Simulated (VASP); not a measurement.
Data:

```xyz
3
Lattice="4.4712 0.0000 0.0000 -2.2356 3.8722 0.0000 0.0000 0.0000 2.5495" Properties=species:S:1:pos:R:3 pbc="T T T"
Co     0.0000     0.0000     2.5495
Ge     0.0000     2.5815     1.2747
Ge     2.2356     1.2907     1.2747
```
Starting moments (μB, in the order of the record's atoms Co Ge Ge): 1.4 0.0 0.0.

Level of theory: PBEsol GGA, VASP's PBE PAW potentials (set 64) (plane waves; VASP). Settings: 400 eV cut-off, 9×9×13 Γ-centred mesh, tetrahedra with Blöchl corrections, potentials Co Ge_d.

The cores are frozen, which limits the accuracy of field gradients.

Question: Give the principal components of the electric field gradient (V/Å²) and the asymmetry η at each nucleus.

Answer: 
```tsv
atom	Vxx	Vyy	Vzz	η
Co1	-7.4	-7.4	14.8	0.00
Ge2	10.7	10.7	-21.3	0.00
Ge3	10.7	10.7	-21.3	0.00
```

The structure was generated: CoGe2 was put into the AlB2 type (P6/mmm), which need not be its known phase. It was relaxed first, which changed the volume by -48 %.
